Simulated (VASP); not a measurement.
Here is the system:

```
CELL_PARAMETERS angstrom
      0.00000     3.18292     3.18292
      3.18292     0.00000     3.18292
      3.18292     3.18292     0.00000
ATOMIC_POSITIONS crystal
  Cd 0.00000 0.00000 0.00000
  Te 0.25000 0.25000 0.25000
```

The numbers are results of PBEsol GGA, VASP's PBE PAW potentials (set 64) (plane waves; VASP 6.6.1), not measurements. Numerical set-up: 520 eV cut-off, 7×7×7 Γ-centred mesh, Gaussian smearing of 0.050 eV, potentials Cd Te.

**Question.** The job: CdTe (zinc blende), 2 atoms, PBEsol, static run, 520 eV, 7×7×7 Γ-centred mesh. Roughly how much core time does it take on a busy server core?

**Answer.** About 10 core-seconds (one run on a shared machine, a rough figure). It had 20 irreducible k-points, 13 bands, up to 1807 plane waves and 15 electronic steps.

The compound is CdTe in the zinc blende structure. This cell is one point of a volume scan, at 0.94 of the reference volume.
